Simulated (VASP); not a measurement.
Consider the following.

```
CdF2
1.0
    0.00000     2.72655     2.72655
    2.72655     0.00000     2.72655
    2.72655     2.72655     0.00000
Cd F
1 2
Direct
  0.00000   0.00000   0.00000
  0.25000   0.25000   0.25000
  0.75000   0.75000   0.75000
```

Method: PBE GGA with D3 dispersion (Becke-Johnson damping), VASP's PBE PAW potentials (set 64) (plane waves; VASP 6.6.1). Settings: 520 eV cut-off, Gaussian smearing of 0.050 eV, potentials Cd F.

**Question.** Predict the band gap (along the path) with the smallest direct gap where there is one.

**Answer.** 
| Property | Value |
|---|---|
| band gap (along the path) | 2.94 eV |
| smallest direct gap (along the path) | 3.48 eV |

The absolute energy has meaning only against runs of the same code, potentials and settings.

The compound is CdF2 in the fluorite structure. It was relaxed first.
